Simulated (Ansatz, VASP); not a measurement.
# WC (Qusongite): VASP beside Ansatz

Wanted: the spread between two codes on one cell, functional and k mesh. The cell is taken from a series of runs on this material, whose earlier steps may have relaxed, scaled, displaced or heated it; both programs get it as it stands.

Main program and level: Ansatz 0.2.0; plane waves, with VASP 6.6.1 beside it; relaxation of cell and atoms at PBEsol.

## (1) The structure

The structure is hexagonal, space group P-6m2 (No. 187). The conventional cell has a = 2.899 Å, b = 2.899 Å, c = 2.828 Å, α = 90.00°, β = 90.00°, γ = 120.00°. Nearest to W lie 6 C at 2.19 Å. C has 6 W at 2.19 Å nearest. Farther neighbours are not listed.

## (2) Ansatz: relaxation of cell and atoms, PBEsol

Ansatz runs on its PAW soft_1 files.

The relaxed volume is the usual yardstick between codes: in a stiff, nearly cubic crystal its relative difference is about their pressure difference at one cell divided by the bulk modulus.

Input file input.yaml:

```yaml
crystal:
  lattice:
    - [2.898612735, 0.0, 0.0]
    - [-1.4493063675, 2.5102722643, 0.0]
    - [0.0, 0.0, 2.8280563979]
  atoms:
    - { symbol: W, position: [0.0, 0.0, 0.0] }
    - { symbol: C, position: [0.6666666667, 0.3333333333, 0.5] }
kpoints:
  mp_grid: { grid: [18, 18, 15] }
hamiltonian:
  xc: pbesol
  pseudopotentials: { kind: paw, azcp: { folder: soft_1 }, xc_functional: pbe }
scf:
  occupations: { method: methfessel_paxton, width: 0.2 }
  lower_state_search: "off"
output:
  forces: true
  stress: true
  eigenvalues: true
relax:
  adjacent_minimum: "off"
  f_tol: 0.001
  max_steps: 60
  cell: { stress_tol: 0.01 }
```

Command:

```
$ ansatz run input.yaml --threads 8 --pin off --max-ram 16384MiB --backend cpu --events-out ev --progress --plain --runs-dir out
```

Numbers of over 12 decimals in the logs are rounded to 6 here.

Log:

```text
Engine: ansatz 0.2.0, aarch64-unknown-linux-gnu
Pseudopotentials: kind: paw
Pseudopotential: W, paw, valence charge 14, recommended cutoff 420 eV (normal), soft_1/W.paw.azcp
Pseudopotential: C, paw, valence charge 4, recommended cutoff 420 eV (normal), soft_1/C.paw.azcp
Functional definition: PBEsol
  exchange = pbesol_x
  correlation = pbesol_c
Crystal: 2 atoms, lattice volume = 20.578 Å³
Basis set: ecut = 420 eV, 405 PW (Γ), exchange–correlation on 40×40×40 points (8 copies of the dense FFT grid, shifted against one another)
Bands: 13, of which v1, the nominal top of the filled ones, is band 9 counted from 1 (8 counted from 0)
Symmetry: 12 space group operations
Space group: P-6m2 (ITA 187), of the structure as read, at distance tolerance 2.7e-5 Å
k-points: 296 of 4860 (time reversal used)
Non-local potential: W, projectors of the file, l = 0: 3, l = 1: 2, l = 2: 2, l = 3: 1
Non-local potential: C, projectors of the file, l = 0: 2, l = 1: 2, l = 2: 1
PAW form: soft (Blöchl's): semilocal exchange-correlation on the pseudo side does not see the compensation charge
PAW frozen core: W, regenerated for the run's functional, and the local potential with it (the file was generated under x = pbe(κ = 0.804, μ = 0.219515), c = pbe(β = 0.066725))
PAW frozen core: C, regenerated for the run's functional, and the local potential with it (the file was generated under x = pbe(κ = 0.804, μ = 0.219515), c = pbe(β = 0.066725))
PAW one-centre angular grid: W, 590 points (default); XC on 64 Gauss nodes
PAW one-centre angular grid: C, 110 points (default); XC on 64 Gauss nodes
Initial density: superposition of atomic densities (chi_scale 0.1, normalization cell, long waves kept (reshape's long-wave potential 0.00 eV rms))
Initial wavefunctions: pseudopotential atomic-orbital guess
Functional: x = pbesol(κ = 0.804, μ = 0.123457), c = pbesol(β = 0.046)
SCF iter   1: F=—  HF=-10505.938663 eV  |F-HF|=—  |Δ(HF+E_count)|=         —  Δρ=1.30e-1  dr2=4.66e0  ethr=3.10e-3  ⟨swp⟩=5.0  Hψ=19292  notcnv=0
preconditioner: auto → none  [metal: Δε(μ)=0.103 eV  Ē_g=10.866 eV  σ=0.200 eV  W_gap=0.42  n_scr=8 (ndim 8)  ℏωp=25.9 eV  f_vac=0.000  D(μ)=0.18/eV (n_scr^D=0)  sad-step TF]
SCF iter   2: F=—  HF=-10505.366974 eV  |F-HF|=—  |Δ(HF+E_count)|=   5.72e-1  S|Δr|=    0.00e0  Δρ=9.21e-2  dr2=2.42e0  ethr=3.10e-3  ⟨swp⟩=2.0  Hψ=7360  notcnv=0
SCF iter   3: F=—  HF=-10504.749073 eV  |F-HF|=—  |Δ(HF+E_count)|=   6.18e-1  S|Δr|=    0.00e0  Δρ=9.25e-3  dr2=2.01e-2  ethr=3.10e-3  ⟨swp⟩=2.2  Hψ=6635  notcnv=0
SCF iter   4: F=—  HF=-10504.746547 eV  |F-HF|=—  |Δ(HF+E_count)|=   2.53e-3  S|Δr|=    0.00e0  Δρ=9.99e-4  dr2=8.60e-5  ethr=1.12e-4  ⟨swp⟩=1.1  Hψ=6160  notcnv=0
SCF iter   5: F=—  HF=-10504.746627 eV  |F-HF|=—  |Δ(HF+E_count)|=   8.04e-5  S|Δr|=    0.00e0  Δρ=1.69e-4  dr2=2.83e-6  ethr=4.78e-7  ⟨swp⟩=2.1  Hψ=6038  notcnv=0
SCF iter   6: F=—  HF=-10504.746627 eV  |F-HF|=—  |Δ(HF+E_count)|=   1.01e-7  S|Δr|=    0.00e0  Δρ=2.69e-5  dr2=1.07e-7  ethr=5.56e-10  ⟨swp⟩=7.0  Hψ=19826  notcnv=0
SCF iter   7: F=-10504.746627 eV  HF=-10504.746627 eV  |F-HF|=7.88e-10  |Δ(HF+E_count)|=   3.00e-8  S|Δr|=    0.00e0  Δρ=4.50e-6  dr2=2.11e-9  ethr=5.56e-10  ⟨swp⟩=4.1  Hψ=11891  notcnv=0
SCF 1 converged in 7 iterations: F = -10504.746627 eV  dr2 = 2.11e-9
  greatest PAW one-centre occupation: 0.999 electrons in one spin orbital (limit 2), on the W atom at site 0 (counted from 0), in its partial waves of l = 0
relax step   1: F+E_penalty+E_count = -10504.74662704 eV  Δ(F+E_penalty+E_count) = +0.000e0 eV  max|allowed force component| = 1.295e-16 eV/Å  Δτ_max = 0.0000 Å  P = -0.014 GPa  Ω = 20.578 Å³  (7 SCF iters, dr2 threshold 1.00e-7 eV, accepted)
[...]
relax step   2: F+E_penalty+E_count = -10504.74662683 eV  Δ(F+E_penalty+E_count) = +2.069e-7 eV  max|allowed force component| = 2.035e-16 eV/Å  Δτ_max = 0.0000 Å  P = -0.002 GPa  Ω = 20.578 Å³  energy of the carried Pulay correction = +2.970e-7 eV  (3 SCF iters, dr2 threshold 6.22e-9 eV, rejected (line search))
[...]
relax step   3: F+E_penalty+E_count = -10504.74662805 eV  Δ(F+E_penalty+E_count) = -1.009e-6 eV  max|allowed force component| = 2.035e-16 eV/Å  Δτ_max = 0.0000 Å  P = +0.000 GPa  Ω = 20.577 Å³  energy of the carried Pulay correction = +8.172e-7 eV  (4 SCF iters, accepted)
[...]
relax step   4: F+E_penalty+E_count = -10504.74662716 eV  Δ(F+E_penalty+E_count) = +8.896e-7 eV  max|allowed force component| = 2.128e-16 eV/Å  Δτ_max = 0.0000 Å  P = +0.000 GPa  Ω = 20.577 Å³  stress off target by 3.77e-4 GPa  SCF on the basis re-selected at this cell (its energy is not comparable with the rows above)  (4 SCF iters)
basis re-selected at this cell: Δ(F+E_penalty+E_count) = +8.896e-7 eV, ΔP = -0.000 GPa vs the last step (what re-selecting the basis moved, of the pressure what is left beyond the Pulay correction that the steps carried, after the strain that the cell walked since its last selection, with what the two solves' SCF thresholds leave and, on support functions, any second-order correction that the steps lacked; it is no m [...]
SCF converged after 4 iterations
Stability not checked: this state was not tested for a lower state beside it, because cold or Methfessel-Paxton smearing, or corrected tetrahedra, fill the levels in a way that the test cannot read (fill_not_monotonic; see scf.lower_state_search)
Free energy (F): -10504.746627 eV
Harris-Foulkes:  -10504.746627 eV  (|F-HF|=5.46e-12)
Internal energy: -10504.746426 eV  (E = F + TS)
E sigma→0 (E₀):  -10504.746577 eV
Entropy (-TS):   -0.000202 eV (-0.101 meV/atom)
Fermi energy:    20.487637 eV
--- Per-component energies (eV) ---
  E_band       = -59.807360
  E_kinetic    = 509.820550
  E_local      = -597.752617  (includes V_loc(G=0)·N_el)
  E_nonlocal   = -0.107775
  E_hartree    = 245.354700
  E_xc         = -314.016008
  E_vxc        = -290.764006  (∫ρ·V_xc dr)
  E_paw        = -8546.956637  (= ΣΔE_a)
  E_vpaw       = -171.713073  (= ΣTr[D̂ρ^β])
  E_aug_tail   = 0.000165  (compensation charges beyond the density's cutoff)
  E_ewald      = -1801.331761
  E_core_change = 0.242958  (= ΣΔE_core)
  E_smearing   = -0.000202  (= −TS)
  E_closure    = 0.000000  (closes the sum)
  Σ components = -10504.746627   (vs F -10504.746627, Δ=0.00e0)
--- Forces (eV/Å), atoms counted from 1 ---
  atom   1  W     -0.00000000    -0.00000000     0.00000000
  atom   2  C      0.00000000    -0.00000000     0.00000000
  max |Σ_I F_I| component: 4.63e-16 eV/Å
--- Stress (GPa, compression-positive) ---
        0.000377      -0.000000       0.000000
       -0.000000       0.000377       0.000000
        0.000000       0.000000      -0.000018
  P = ⅓ Tr σ = 0.0002 GPa (0.002 kbar)
--- Band table (eV; the first three rows and the last of 296) ---
  k-point 0: bands = [... 5 lower, 16.1158, 17.1185, 17.1185, 20.6122, 23.7610, 23.7610, 26.1847, 26.1847]
  k-point 1: bands = [... 5 lower, 16.0677, 17.1687, 17.1687, 20.5906, 23.3624, 23.3624, 26.4290, 26.4290]
  k-point 2: bands = [... 5 lower, 15.8600, 17.3151, 17.3151, 20.6400, 22.5490, 22.5490, 26.7457, 26.7457]
  k-point 295: bands = [... 5 lower, 13.2053, 15.0736, 18.8388, 19.8315, 24.9154, 27.0012, 28.1949, 29.7410]
--- Relaxed structure (3 steps of the walk, 2 accepted, 1 SCFs on fresh bases) ---
  F+E_penalty+E_count = -10504.74662716 eV   max|allowed force component| = 2.128e-16 eV/Å   (the final SCF, on the basis selected at the relaxed cell)
  cell:  # Å, volume = 20.5773 Å³
    - [2.898657, 0.0, 0.0]
    - [-1.449328, 2.510310, 0.0]
    - [0.0, 0.0, 2.827896]
  atoms:
    - { symbol: W, position: [-3.7007434155248937e-17, 0, 0.0] }
    - { symbol: C, position: [0.666667, 0.333333, 0.5] }
```

## (3) VASP: relaxation of cell and atoms, PBEsol

The same cell, functional, mesh and smearing now go to VASP, with its own data sets.

Lines of VASP's logs that name or quote its potential files are left out, and so is its time.

Input file INCAR:

```
SYSTEM = WC
PREC = Accurate
ENCUT = 600
EDIFF = 1E-07
NELM = 120
ISMEAR = 1
SIGMA = 0.2
LREAL = .FALSE.
ALGO = Normal
GGA = PS
NBANDS = 11
LASPH = .TRUE.
LORBIT = 11
LWAVE = .FALSE.
LCHARG = .FALSE.
ISIF = 3
IBRION = 2
NSW = 80
EDIFFG = -0.005
GGA_COMPAT = .FALSE.
NELMIN = 4
```

Input file POSCAR:

```
WC
1.0
    2.8986130000      0.0000000000      0.0000000000
   -1.4493060000      2.5102720000      0.0000000000
    0.0000000000      0.0000000000      2.8280560000
W C
1 1
Direct
    0.0000000000      0.0000000000      0.0000000000
    0.6666663703      0.3333332005      0.5000000000
```

Input file KPOINTS:

```
Automatic mesh
0
Gamma
18 18 15
0 0 0
```

The projector-augmented-wave data sets are W and C (PBE family, release 64).

Command:

```
$ mpirun -np 1 vasp_std
```

Log:

```text
[banner, memory and clock lines left out]
running    1 mpi-ranks, on    1 nodes
 distrk:  each k-point on    1 cores,    1 groups
 distr:  one band on    1 cores,    1 groups

 POSCAR found type information on POSCAR W C
 POSCAR found :  2 types and       2 ions
|                                                                             |
|               ----> ADVICE to this user running VASP <----                  |
|                                                                             |
|     You enforced a specific xc type in the INCAR file but a different       |
|     [... a line on the potential file left out ...]
|     I HOPE YOU KNOW WHAT YOU ARE DOING!                                     |
|                                                                             |

 LDA part: xc-table for (Slater+PW92), standard interpolation
 POSCAR, INCAR and KPOINTS ok, starting setup
 FFT: planning ... GRIDC
 FFT: planning ... GRID_SOFT
 FFT: planning ... GRID
 WAVECAR not read
 entering main loop
       N       E                     dE             d eps       ncg     rms          rms(c)
DAV:   1     0.275500642203E+02    0.27550E+02   -0.54564E+03  6512   0.927E+02
DAV:   2    -0.248041034220E+02   -0.52354E+02   -0.49848E+02  7595   0.215E+02
DAV:   3    -0.269422577163E+02   -0.21382E+01   -0.21096E+01  8056   0.359E+01
DAV:   4    -0.269570530588E+02   -0.14795E-01   -0.14791E-01  7144   0.344E+00
DAV:   5    -0.269571161959E+02   -0.63137E-04   -0.63136E-04  7994   0.226E-01    0.350E+01
DAV:   6    -0.241074585731E+02    0.28497E+01   -0.12585E+01  7721   0.218E+01    0.117E+01
DAV:   7    -0.240290671746E+02    0.78391E-01   -0.60912E-01  6665   0.621E+00    0.842E+00
DAV:   8    -0.239876283375E+02    0.41439E-01   -0.10422E-01  7154   0.239E+00    0.200E+00
DAV:   9    -0.239822669062E+02    0.53614E-02   -0.14038E-02  7001   0.762E-01    0.144E-01
DAV:  10    -0.239821876529E+02    0.79253E-04   -0.85383E-04  7583   0.256E-01    0.181E-01
DAV:  11    -0.239821740655E+02    0.13587E-04   -0.93078E-05  7790   0.673E-02    0.108E-02
DAV:  12    -0.239821711723E+02    0.28933E-05   -0.59567E-06  7391   0.162E-02    0.114E-02
DAV:  13    -0.239821711883E+02   -0.16062E-07   -0.44687E-07  7178   0.597E-03
   1 F= -.23982171E+02 E0= -.23982069E+02  d E =-.239822E+02
[...]
2 F= -.23981849E+02 E0= -.23981760E+02  d E =0.322641E-03
[...]
3 F= -.23982227E+02 E0= -.23982128E+02  d E =-.553148E-04
[...]
4 F= -.23982226E+02 E0= -.23982128E+02  d E =-.552956E-04
[...]
5 F= -.23982226E+02 E0= -.23982134E+02  d E =0.330247E-06
 trial-energy change:    0.000000  1 .order    0.000000   -0.000012    0.000013
 step:   0.4214(harm=  0.4214)  dis= 0.00000  next Energy=   -23.982230 (dE=-0.308E-05)
 bond charge predicted
       N       E                     dE             d eps       ncg     rms          rms(c)
DAV:   1    -0.239822305671E+02   -0.43967E-05   -0.12639E-04  6518   0.857E-02    0.756E-03
DAV:   2    -0.239822297260E+02    0.84113E-06   -0.23909E-06  7741   0.130E-02    0.290E-03
DAV:   3    -0.239822294840E+02    0.24198E-06   -0.33327E-07  6890   0.390E-03    0.195E-03
DAV:   4    -0.239822294737E+02    0.10343E-07   -0.62932E-08  3520   0.167E-03
   6 F= -.23982229E+02 E0= -.23982134E+02  d E =-.298967E-05
 curvature:  -0.22 expect dE=-0.162E-09 dE for cont linesearch -0.147E-10
 trial: gam=-0.00077 g(F)=  0.142E-41 g(S)=  0.743E-09 ort = 0.319E-07 (trialstep = 0.768E+00)
 search vector abs. value=  0.803E-09
 reached required accuracy - stopping structural energy minimisation
```

Parts of OUTCAR (step 3):

```text
ion  position               nearest neighbor table
   1  0.000  0.000  0.000-   2 2.19   2 2.19   2 2.19   2 2.19   2 2.19   2 2.19
   2  0.667  0.333  0.500-   1 2.19   1 2.19   1 2.19   1 2.19   1 2.19   1 2.19

  LATTYP: Found a hexagonal cell.
 ALAT       =     2.8986130000
 C/A-ratio  =     0.9756583580

 Subroutine GETGRP returns: Found 12 space group operations
 (whereof 12 operations were pure point group operations)

The static configuration has the point symmetry D_3h.

 Found    296 irreducible k-points:

   k-points           NKPTS =    296   k-points in BZ     NKDIM =    296   number of bands    NBANDS=     11

   dimension x,y,z NGX =    24 NGY =   24 NGZ =   24
   dimension x,y,z NGXF=    48 NGYF=   48 NGZF=   48

   ENCUT  =  600.0 eV  44.10 Ry    6.64 a.u.   5.79  5.79  5.65*2*pi/ulx,y,z

   NELECT =      10.0000    total number of electrons

 k-points in reciprocal lattice and weights: Automatic mesh
   0.00000000  0.00000000  0.00000000       0.000
   0.05555556  0.00000000  0.00000000       0.001
   0.11111111  0.00000000  0.00000000       0.001
   0.16666667  0.00000000  0.00000000       0.001
   0.22222222  0.00000000  0.00000000       0.001
   0.27777778  0.00000000  0.00000000       0.001
   0.33333333  0.00000000  0.00000000       0.001
   0.38888889  0.00000000  0.00000000       0.001
   0.44444444  0.00000000  0.00000000       0.001
[...]
0.33333333  0.27777778  0.46666667       0.005
   0.33333333  0.33333333  0.46666667       0.001

 average (electrostatic) potential at core
       1 -36.9205       2 -46.1857

 E-fermi :   8.2726

 k-point     1 :       0.0000    0.0000    0.0000
  band No.  band energies     occupation
      1      -6.2116      2.00000
      2       3.8944      2.00000
      3       4.9153      2.00000
      4       4.9153      2.00000
      5       8.4456     -0.00973
      6      11.5177     -0.00000
      7      11.5177     -0.00000
      8      14.0218      0.00000
      9      14.0218      0.00000
    ...

 k-point     2 :       0.0556    0.0000    0.0000
  band No.  band energies     occupation
      1      -6.1323      2.00000
      2       3.9254      2.00000
      3       4.7953      2.00000
      4       4.9934      2.00000
      5       8.1750      1.72692
      6      11.4876     -0.00000
      7      11.8157     -0.00000
      8      13.8481      0.00000
      9      13.9624      0.00000
     10      15.1675      0.00000
    ...

 k-point     3 :       0.1111    0.0000    0.0000
  band No.  band energies     occupation
      1      -5.9000      2.00000
      2       3.9047      2.00000
      3       4.5897      2.00000
      4       5.2219      2.00000
      5       7.5749      2.00001
      6      11.4021     -0.00000
      7      12.4877      0.00000
      8      13.3958      0.00000
      9      13.8004      0.00000
     10      15.8300      0.00000
    ...

  Total       -0.0001209     -0.0001209     -0.0000396     -0.0000000      0.0000000      0.0000000
  in kB       -0.0094281     -0.0094281     -0.0030871     -0.0000000      0.0000000      0.0000000
  external PRESSURE =      -0.0073144 kB  Pullay stress =       0.0000000 kB

  energy-cutoff  :      600.00
  volume of cell :       20.55
      direct lattice vectors                 reciprocal lattice vectors
     2.896730908 -0.000000000  0.000000000     0.345216740  0.199310948  0.000000000
    -1.448364955  2.508642062 -0.000000000     0.000000000  0.398622034  0.000000000
     0.000000000 -0.000000000  2.827881013    -0.000000000  0.000000000  0.353621668

 POSITION                                       TOTAL-FORCE (eV/Angst)
 -----------------------------------------------------------------------------------
      0.00000     -0.00000      0.00000         0.000000      0.000000      0.000000
      1.44836      0.83621      1.41394        -0.000000     -0.000000      0.000000
 -----------------------------------------------------------------------------------
    total drift:                                0.000190      0.000092     -0.000000

  FREE ENERGIE OF THE ION-ELECTRON SYSTEM (eV)
  ---------------------------------------------------
  free  energy   TOTEN  =       -23.9822294737 eV

  energy  without entropy=      -23.9819436170  energy(sigma->0) =      -23.98213419

 reached required accuracy - stopping structural energy minimisation

 total charge
# of ion       s       p       d       tot
------------------------------------------
    1        0.629   0.896   4.409   5.934
    2        0.848   1.567   0.000   2.415
--------------------------------------------------
tot          1.477   2.463   4.409   8.350

[... 3 further parts left out ...]
```

CONTCAR:

```
WC
   1.00000000000000
     2.8967309078253085   -0.0000000003748102    0.0000000000000000
    -1.4483649545619031    2.5086420615135099   -0.0000000000000000
     0.0000000000000000   -0.0000000000000000    2.8278810132342476
  W               C
     1     1
Direct
     0.0000000000000000    0.0000000000000000    0.0000000000000000
     0.6666663702999998    0.3333332005000003    0.5000000000000000
```

The run keeps the 12 symmetry operations of its start, so it cannot find a distortion of lower symmetry.

## (4) Side by side

Known differences besides the potentials themselves: the data sets hold 18 valence electrons in Ansatz (on its PAW soft_1 files) and 10 in VASP; the cutoff is 420 eV in Ansatz and 600 eV in VASP; Ansatz makes its cores anew for this functional, VASP keeps those of its PBE data sets; Ansatz adds a Pulay correction to the stress that steers its cell, VASP none. Total energies have different zeros and are not compared.

Both answers:

```
                                         quantity  Ansatz   VASP  difference
                                      volume (Å³)   20.58  20.55     +0.13 %
edge a after relaxation, in the typed setting (Å)   2.899  2.897     +0.07 %
edge c after relaxation, in the typed setting (Å)   2.828  2.828     +0.00 %
```

## (5) Summary of results

* difference in volume (relaxation of cell and atoms, PBEsol): 0.13 %

The difference in volume is 0.13 % (relaxation of cell and atoms, PBEsol), within the 1.2 % picked in this series as the mark of a large difference, as far as the stopping tolerances let one tell. The data sets hold unlike numbers of valence electrons (18 in Ansatz and 10 in VASP), so part of the differences comes from the potentials. Such differences can come from data sets, numerical settings and the points named under the comparisons, not from the functional's error against experiment.

[Lines on the potential files, build, host, timing and source positions are cut from VASP's logs without a mark.]

[Logs are printed without paths, hosts, clocks, repeated set-up lines and the standing remarks that a program may print on its own settings, such as how far it seeks lower states.]

[Hosts, paths, dates, database ids (printed as entryN), source tags and the programs' standing remarks are cut or masked in the printed files.]
